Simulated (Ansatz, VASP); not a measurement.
**Cross-check of Ta2Al (Ta-Al-Ta stack, (111) layers) between VASP and Ansatz**

Wanted: the spread between two codes on one cell, functional and k mesh. The cell is taken from a series of runs on this material, whose earlier steps may have relaxed, scaled, displaced or heated it; both programs get it as it stands.

Calculated with Ansatz 0.2.0; plane waves, with VASP 6.6.1 beside it; PBEsol.

### Step 1. Starting point

The cell holds 3 atoms: 2 Ta and 1 Al. Its edges and angles: a = 2.792 Å, b = 2.792 Å, c = 33.153 Å, α = 90.0°, β = 90.0°, γ = 120.0°. It derives from Ta2Al. Vacuum lies along c.

### Step 2. VASP: zone-centre phonons, PBEsol

Second derivatives magnify differences that forces hide, and they need a tight electronic threshold.

Lines of VASP's logs that name or quote its potential files are left out, and so is its time.

The input, INCAR:

```
SYSTEM = Ta2Al
PREC = Accurate
ENCUT = 500
EDIFF = 1E-08
NELM = 120
ISMEAR = 1
SIGMA = 0.2
LREAL = .FALSE.
ALGO = Normal
GGA = PS
NBANDS = 18
LASPH = .TRUE.
LORBIT = 11
LWAVE = .FALSE.
LCHARG = .FALSE.
ISIF = 2
IBRION = 8
GGA_COMPAT = .FALSE.
NELMDL = -8
KPAR = 2
```

The input, POSCAR:

```
Ta2Al
1.0
    2.7920637425      0.0000000000      0.0000000000
   -1.3960318712      2.4179981300      0.0000000000
    0.0000000000      0.0000000000     33.1530758754
Ta Al
2 1
Direct
    1.0000000000      0.0000000000      0.1650339095
    0.6666666666      0.3333333334      0.3078193503
    0.3333333333      0.6666666667      0.2364266299
```

The input, KPOINTS:

```
Automatic mesh
0
Gamma
6 6 1
0 0 0
```

The projector-augmented-wave data sets are Ta_pv and Al (PBE family, release 64).

The run is started by

```sh
mpirun -np 2 vasp_std
```

Numbers of over 12 decimals in the logs are rounded to 6 here.

What it wrote:

```text
[banner, memory and clock lines left out]
running    2 mpi-ranks, on    1 nodes
 distrk:  each k-point on    1 cores,    2 groups
 distr:  one band on    1 cores,    1 groups

 POSCAR found type information on POSCAR TaAl
 POSCAR found :  2 types and       3 ions
|                                                                             |
|               ----> ADVICE to this user running VASP <----                  |
|                                                                             |
|     You enforced a specific xc type in the INCAR file but a different       |
|     [... a line on the potential file left out ...]
|     I HOPE YOU KNOW WHAT YOU ARE DOING!                                     |
|                                                                             |

 LDA part: xc-table for (Slater+PW92), standard interpolation
 POSCAR, INCAR and KPOINTS ok, starting setup
 FFT: planning ... GRIDC
 FFT: planning ... GRID_SOFT
 FFT: planning ... GRID
 WAVECAR not read
 entering main loop
       N       E                     dE             d eps       ncg     rms          rms(c)
DAV:   1     0.138385470987E+03    0.13839E+03   -0.12826E+04   332   0.103E+03
DAV:   2    -0.212943872016E+02   -0.15968E+03   -0.15821E+03   346   0.242E+02
DAV:   3    -0.281783689542E+02   -0.68840E+01   -0.67603E+01   376   0.456E+01
DAV:   4    -0.283755455667E+02   -0.19718E+00   -0.19609E+00   378   0.674E+00
DAV:   5    -0.283788766594E+02   -0.33311E-02   -0.33298E-02   416   0.845E-01
DAV:   6    -0.283789310877E+02   -0.54428E-04   -0.54418E-04   392   0.991E-02
DAV:   7    -0.283789334143E+02   -0.23266E-05   -0.23263E-05   432   0.168E-02
DAV:   8    -0.283789335030E+02   -0.88747E-07   -0.88735E-07   368   0.270E-03    0.184E+01
DAV:   9    -0.270792095068E+02    0.12997E+01   -0.15474E+01   274   0.159E+01    0.923E+00
DAV:  10    -0.272477475184E+02   -0.16854E+00   -0.11790E+01   278   0.130E+01    0.368E+00
DAV:  11    -0.265594109392E+02    0.68834E+00   -0.36943E+00   290   0.759E+00    0.801E-01
DAV:  12    -0.265564235306E+02    0.29874E-02   -0.14875E-01   312   0.190E+00    0.343E-01
DAV:  13    -0.265539213678E+02    0.25022E-02   -0.11299E-02   328   0.577E-01    0.203E-01
DAV:  14    -0.265537760454E+02    0.14532E-03   -0.11311E-03   342   0.193E-01    0.124E-01
[...]
DAV:  24    -0.265546051608E+02   -0.11595E-05   -0.18800E-08   206   0.449E-04    0.424E-04
DAV:  25    -0.265546060240E+02   -0.86321E-06   -0.11559E-08   186   0.289E-04    0.101E-04
DAV:  26    -0.265546062566E+02   -0.23255E-06   -0.22201E-09   178   0.135E-04    0.493E-05
DAV:  27    -0.265546065124E+02   -0.25582E-06   -0.18391E-09   172   0.194E-04    0.635E-05
DAV:  28    -0.265546065894E+02   -0.76995E-07   -0.60576E-10   152   0.115E-04    0.307E-05
DAV:  29    -0.265546066257E+02   -0.36278E-07   -0.15371E-10   150   0.738E-05    0.176E-05
DAV:  30    -0.265546066380E+02   -0.12339E-07   -0.65637E-11   150   0.601E-05    0.812E-06
DAV:  31    -0.265546066410E+02   -0.29918E-08    0.41739E-12   150   0.361E-05
   1 F= -.26554607E+02 E0= -.26552087E+02  d E =-.756033E-02
 Linear response reoptimize wavefunctions to high precision
DAV:   1    -0.265546066417E+02   -0.76443E-09    0.21080E-11   150   0.171E-05
DAV:   2    -0.265546066417E+02    0.78217E-10    0.25025E-11   150   0.108E-05
 Linear response DOF=           4
 Linear response progress:
  Degree of freedom:   1/  4
       N       E                     dE             d eps       ncg     rms          rms(c)
RMM:   1    -0.112620010716E+00   -0.11262E+00    0.13815E+01   726   0.272E+01
RMM:   2    -0.143592249691E+00   -0.30972E-01   -0.35465E-02  1085   0.154E+00    0.125E-01
RMM:   3    -0.142616791426E+00    0.97546E-03   -0.40356E-03  1262   0.392E-01    0.575E-02
RMM:   4    -0.141821209291E+00    0.79558E-03   -0.57459E-04  1375   0.156E-01    0.323E-02
RMM:   5    -0.141938822612E+00   -0.11761E-03   -0.13295E-04  1485   0.488E-02    0.853E-02
RMM:   6    -0.141517633023E+00    0.42119E-03   -0.55824E-05  1317   0.258E-02    0.824E-03
RMM:   7    -0.141415835070E+00    0.10180E-03   -0.12639E-05  1431   0.116E-02    0.161E-03
RMM:   8    -0.141420559017E+00   -0.47239E-05   -0.44680E-06  1511   0.433E-03    0.837E-04
RMM:   9    -0.141422796372E+00   -0.22374E-05   -0.24253E-06  1397   0.212E-03    0.212E-04
RMM:  10    -0.141423411089E+00   -0.61472E-06   -0.99991E-07  1523   0.130E-03    0.106E-04
RMM:  11    -0.141423568362E+00   -0.15727E-06   -0.71844E-07  1483   0.903E-04    0.798E-05
RMM:  12    -0.141423659194E+00   -0.90833E-07   -0.35918E-07  1561   0.648E-04    0.347E-05
RMM:  13    -0.141423588734E+00    0.70461E-07   -0.25176E-07  1485   0.487E-04    0.278E-05
RMM:  14    -0.141423618342E+00   -0.29608E-07   -0.16707E-07  1458   0.400E-04    0.143E-05
RMM:  15    -0.141423619520E+00   -0.11785E-08   -0.11597E-07  1475   0.344E-04    0.707E-06
RMM:  16    -0.141423625932E+00   -0.64117E-08   -0.81773E-08  1624   0.294E-04    0.575E-06
 first order change of Fermi-energy   0.26671E-03
 force on displaced ion       1 direction 1 :  -0.643  -0.001  -0.000
 Linear response progress:
  Degree of freedom:   2/  4
       N       E                     dE             d eps       ncg     rms          rms(c)
RMM:   1    -0.258538511953E+00   -0.25854E+00    0.12704E+01   266   0.261E+01
RMM:   2    -0.293382496347E+00   -0.34844E-01   -0.51697E-02   384   0.174E+00    0.143E-01
RMM:   3    -0.296521192576E+00   -0.31387E-02   -0.35605E-03   459   0.305E-01    0.363E-01
RMM:   4    -0.294213745701E+00    0.23074E-02   -0.87848E-04   446   0.123E-01    0.185E-01
RMM:   5    -0.293231910584E+00    0.98184E-03   -0.29271E-04   472   0.834E-02    0.558E-02
RMM:   6    -0.293072027266E+00    0.15988E-03   -0.10588E-04   425   0.460E-02    0.207E-02
RMM:   7    -0.292950525454E+00    0.12150E-03   -0.17658E-05   426   0.202E-02    0.476E-03
RMM:   8    -0.292932914068E+00    0.17611E-04   -0.37956E-06   518   0.835E-03    0.231E-03
RMM:   9    -0.292926994339E+00    0.59197E-05   -0.18276E-06   461   0.359E-03    0.585E-04
RMM:  10    -0.292927823929E+00   -0.82959E-06   -0.33026E-07   483   0.163E-03    0.349E-04
RMM:  11    -0.292927273400E+00    0.55053E-06   -0.27487E-07   476   0.105E-03    0.158E-04
RMM:  12    -0.292926920185E+00    0.35321E-06    0.60590E-08   505   0.715E-04    0.824E-05
RMM:  13    -0.292926132330E+00    0.78786E-06    0.10579E-08   473   0.602E-04    0.544E-05
RMM:  14    -0.292925729486E+00    0.40284E-06    0.13767E-07   480   0.486E-04    0.444E-05
[...]
RMM:  29    -0.292925299965E+00   -0.32907E-09    0.19641E-07   293   0.206E-04    0.211E-07
RMM:  30    -0.292925300058E+00   -0.92933E-10    0.17381E-07   294   0.206E-04    0.123E-07
RMM:  31    -0.292925300295E+00   -0.23680E-09    0.19494E-07   305   0.206E-04    0.192E-07
RMM:  32    -0.292925300379E+00   -0.84023E-10    0.17694E-07   306   0.206E-04    0.103E-07
RMM:  33    -0.292925300501E+00   -0.12184E-09    0.19273E-07   267   0.205E-04    0.106E-07
RMM:  34    -0.292925300330E+00    0.17085E-09    0.17831E-07   267   0.205E-04    0.165E-07
RMM:  35    -0.292925300436E+00   -0.10606E-09    0.19187E-07   257   0.206E-04    0.147E-07
RMM:  36    -0.292925300531E+00   -0.94456E-10    0.17809E-07   265   0.205E-04    0.652E-08
 first order change of Fermi-energy  -0.93002E-01
 force on displaced ion       1 direction 3 :   0.000   0.000  -5.272
 Linear response progress:
  Degree of freedom:   3/  4
       N       E                     dE             d eps       ncg     rms          rms(c)
RMM:   1    -0.311426182133E-02   -0.31143E-02   -0.23743E-03   838   0.293E-01
RMM:   2    -0.308630276700E-02    0.27959E-04   -0.97708E-05   714   0.525E-02    0.346E-02
RMM:   3    -0.307360702142E-02    0.12696E-04   -0.12163E-05   804   0.197E-02    0.209E-02
RMM:   4    -0.308009078092E-02   -0.64838E-05   -0.52398E-06   781   0.152E-02    0.297E-03
RMM:   5    -0.308027912497E-02   -0.18834E-06   -0.58987E-07   810   0.341E-03    0.153E-03
RMM:   6    -0.307952404965E-02    0.75508E-06   -0.94651E-08   840   0.169E-03    0.417E-04
RMM:   7    -0.307964444808E-02   -0.12040E-06   -0.19303E-08   816   0.585E-04    0.282E-04
RMM:   8    -0.307960448065E-02    0.39967E-07   -0.28958E-09   809   0.279E-04    0.157E-04
RMM:   9    -0.307963440031E-02   -0.29920E-07   -0.54412E-10   929   0.113E-04    0.368E-05
RMM:  10    -0.307964491472E-02   -0.10514E-07    0.34120E-10   859   0.389E-05    0.245E-05
RMM:  11    -0.307965538720E-02   -0.10472E-07   -0.69486E-11   952   0.229E-05    0.622E-06
RMM:  12    -0.307965673744E-02   -0.13502E-08   -0.29892E-11   940   0.131E-05    0.133E-06
 first order change of Fermi-energy  -0.20321E-02
 force on displaced ion       3 direction 1 :  -1.923   0.000   0.000
 Linear response progress:
  Degree of freedom:   4/  4
       N       E                     dE             d eps       ncg     rms          rms(c)
RMM:   1    -0.281679560637E-01   -0.28168E-01    0.27685E-02   674   0.116E+00
RMM:   2    -0.223895749235E-01    0.57784E-02    0.12450E-02   388   0.389E-01    0.315E-01
RMM:   3    -0.241639123168E+00   -0.21925E+00   -0.34290E-01   484   0.516E-01    0.280E+00
RMM:   4    -0.239590317365E-01    0.21768E+00   -0.31419E-02   471   0.491E-01    0.199E-01
RMM:   5    -0.226521492608E-01    0.13069E-02   -0.30780E-04   398   0.103E-01    0.657E-02
RMM:   6    -0.226791540253E-01   -0.27005E-04   -0.32640E-04   408   0.307E-02    0.327E-02
RMM:   7    -0.226473192069E-01    0.31835E-04   -0.18961E-04   430   0.149E-02    0.420E-03
RMM:   8    -0.226385959261E-01    0.87233E-05   -0.79814E-05   448   0.460E-03    0.152E-03
RMM:   9    -0.226339053664E-01    0.46906E-05   -0.36970E-05   439   0.205E-03    0.592E-04
RMM:  10    -0.226317684496E-01    0.21369E-05   -0.14503E-05   447   0.924E-04    0.325E-04
RMM:  11    -0.226311045002E-01    0.66395E-06   -0.71071E-06   436   0.466E-04    0.207E-04
RMM:  12    -0.226309941117E-01    0.11039E-06   -0.41862E-06   446   0.334E-04    0.235E-04
RMM:  13    -0.226308037827E-01    0.19033E-06   -0.20383E-06   443   0.293E-04    0.976E-05
RMM:  14    -0.226306270697E-01    0.17671E-06   -0.97080E-07   474   0.210E-04    0.281E-05
RMM:  15    -0.226305790831E-01    0.47987E-07   -0.34533E-07   454   0.123E-04    0.173E-05
RMM:  16    -0.226305574677E-01    0.21615E-07   -0.14761E-07   458   0.805E-05    0.121E-05
RMM:  17    -0.226305550698E-01    0.23979E-08   -0.46790E-08   463   0.497E-05    0.527E-06
 first order change of Fermi-energy   0.14927E-01
 force on displaced ion       3 direction 3 :  -0.000   0.000  -8.267
 Linear response finished
```

OUTCAR, selected parts (step 2):

```text
ion  position               nearest neighbor table
   1  0.000  0.000  0.165-   3 2.86   3 2.86   3 2.86
   2  0.667  0.333  0.308-   3 2.86   3 2.86   3 2.86
   3  0.333  0.667  0.236-   1 2.86   2 2.86   2 2.86   1 2.86   2 2.86   1 2.86

  LATTYP: Found a hexagonal cell.
 ALAT       =     2.7920637425
 C/A-ratio  =    11.8740397544

 Subroutine GETGRP returns: Found 12 space group operations
 (whereof  6 operations were pure point group operations)

The static configuration has the point symmetry C_3v.
 The point group associated with its full space group is D_3d.

 Found      7 irreducible k-points:

   k-points           NKPTS =      7   k-points in BZ     NKDIM =      7   number of bands    NBANDS=     18

   dimension x,y,z NGX =    20 NGY =   20 NGZ =  250
   dimension x,y,z NGXF=    40 NGYF=   40 NGZF=  500

   ENCUT  =  500.0 eV  36.75 Ry    6.06 a.u.   5.09  5.09 60.45*2*pi/ulx,y,z

   NELECT =      25.0000    total number of electrons

 k-points in reciprocal lattice and weights: Automatic mesh
   0.00000000  0.00000000  0.00000000       0.028
   0.16666667 -0.00000000  0.00000000       0.167
   0.33333333  0.00000000  0.00000000       0.167
   0.50000000 -0.00000000  0.00000000       0.083
   0.16666667  0.16666667  0.00000000       0.167
   0.33333333  0.16666667  0.00000000       0.333
   0.33333333  0.33333333  0.00000000       0.056

 average (electrostatic) potential at core
       1 -44.7925       2 -44.7926       3 -82.3021

  Total       -1.0910969     -1.0910969      0.3962278     -0.0000000      0.0000000      0.0000000
  in kB       -7.8103195     -7.8103195      2.8362883     -0.0000000      0.0000000      0.0000000
  external PRESSURE =      -4.2614502 kB  Pullay stress =       0.0000000 kB

  energy-cutoff  :      500.00
  volume of cell :      223.82
      direct lattice vectors                 reciprocal lattice vectors
     2.792063742  0.000000000  0.000000000     0.358158012  0.206782625  0.000000000
    -1.396031871  2.417998130  0.000000000     0.000000000  0.413565250  0.000000000
     0.000000000  0.000000000 33.153075875     0.000000000  0.000000000  0.030163114

 POSITION                                       TOTAL-FORCE (eV/Angst)
 -----------------------------------------------------------------------------------
      0.00000      0.00000      5.47138        -0.000000     -0.000000     -0.086729
      1.39603      0.80600     10.20516         0.000000      0.000000      0.086729
     -0.00000      1.61200      7.83827         0.000000     -0.000000      0.000000
 -----------------------------------------------------------------------------------
    total drift:                                0.000000     -0.000000     -0.000057

 Eigenvectors and eigenvalues of the dynamical matrix
 ----------------------------------------------------

   1 f  =    8.970827 THz    56.365367 2PiTHz  299.234569 cm-1    37.100342 meV
             X         Y         Z           dx          dy          dz
      0.000000  0.000000  5.471382     0.000000    0.000000   -0.186368
      1.396032  0.805999 10.205158     0.000000    0.000000   -0.186368
     -0.000000  1.611999  7.838270    -0.000000   -0.000000    0.964642

   2 f  =    4.325157 THz    27.175763 2PiTHz  144.271709 cm-1    17.887404 meV
             X         Y         Z           dx          dy          dz
      0.000000  0.000000  5.471382    -0.118438   -0.143188   -0.000000
      1.396032  0.805999 10.205158    -0.118438   -0.143188    0.000000
     -0.000000  1.611999  7.838270     0.614967    0.743475    0.000000

   3 f  =    4.325157 THz    27.175763 2PiTHz  144.271709 cm-1    17.887404 meV
             X         Y         Z           dx          dy          dz
      0.000000  0.000000  5.471382    -0.143188    0.118438   -0.000000
      1.396032  0.805999 10.205158    -0.143188    0.118438    0.000000
     -0.000000  1.611999  7.838270     0.743475   -0.614967   -0.000000

   4 f  =    2.941374 THz    18.481196 2PiTHz   98.113667 cm-1    12.164539 meV
             X         Y         Z           dx          dy          dz
      0.000000  0.000000  5.471382     0.000000   -0.000000   -0.707107
      1.396032  0.805999 10.205158     0.000000   -0.000000    0.707107
     -0.000000  1.611999  7.838270    -0.000000   -0.000000    0.000000

   5 f  =    0.667416 THz     4.193499 2PiTHz   22.262602 cm-1     2.760210 meV
             X         Y         Z           dx          dy          dz
      0.000000  0.000000  5.471382    -0.450669   -0.544883    0.000000
      1.396032  0.805999 10.205158     0.450669    0.544883   -0.000000
     -0.000000  1.611999  7.838270     0.000000   -0.000000   -0.000000

   6 f  =    0.667416 THz     4.193499 2PiTHz   22.262602 cm-1     2.760210 meV
             X         Y         Z           dx          dy          dz
      0.000000  0.000000  5.471382     0.544883   -0.450669   -0.000000
      1.396032  0.805999 10.205158    -0.544883    0.450669    0.000000
     -0.000000  1.611999  7.838270    -0.000000    0.000000    0.000000

   7 f/i=    0.001490 THz     0.009359 2PiTHz    0.049688 cm-1     0.006160 meV
             X         Y         Z           dx          dy          dz
      0.000000  0.000000  5.471382    -0.000000    0.000000    0.682105
      1.396032  0.805999 10.205158    -0.000000    0.000000    0.682105
     -0.000000  1.611999  7.838270    -0.000000    0.000000    0.263565

   8 f/i=    0.002736 THz     0.017188 2PiTHz    0.091247 cm-1     0.011313 meV
             X         Y         Z           dx          dy          dz
      0.000000  0.000000  5.471382    -0.597922    0.328570   -0.000000
      1.396032  0.805999 10.205158    -0.597922    0.328570   -0.000000
     -0.000000  1.611999  7.838270    -0.230311    0.126560   -0.000000

   9 f/i=    0.002736 THz     0.017188 2PiTHz    0.091247 cm-1     0.011313 meV
             X         Y         Z           dx          dy          dz
      0.000000  0.000000  5.471382     0.328570    0.597922   -0.000000
      1.396032  0.805999 10.205158     0.328570    0.597922   -0.000000
     -0.000000  1.611999  7.838270     0.126560    0.230311   -0.000000

 ELASTIC MODULI CONTR FROM IONIC RELAXATION (kBar)
 Direction    XX          YY          ZZ          XY          YZ          ZX
 --------------------------------------------------------------------------------
 XX         -22.9820    -15.2498    -98.3967     -0.0000     28.3037     -0.0000
 YY         -15.2498    -22.9820    -98.3967     -0.0000    -28.3037      0.0000
 ZZ         -98.3967    -98.3967   -506.4842     -0.0000      0.0000     -0.0000
 XY          -0.0000     -0.0000     -0.0000     -3.8661     -0.0000    -20.8893
 YZ          28.3037    -28.3037      0.0000     -0.0000   -207.2118      0.0000
 ZX          -0.0000      0.0000     -0.0000    -20.8893      0.0000   -112.8698
 --------------------------------------------------------------------------------
```

This run has no spin polarisation. Its electron count is odd, so without a moment it is a metal by construction. The PAW data sets were made with PBE, which is usual practice but a small mismatch for other functionals.

(Part 1 of 2 ends here.)

[Lines on the potential files, build, host, timing and source positions are cut from VASP's logs without a mark.]

[Logs are printed without paths, hosts, clocks, repeated set-up lines and the standing remarks that a program may print on its own settings, such as how far it seeks lower states.]

[Hosts, paths, dates, database ids (printed as entryN), source tags and the programs' standing remarks are cut or masked in the printed files.]
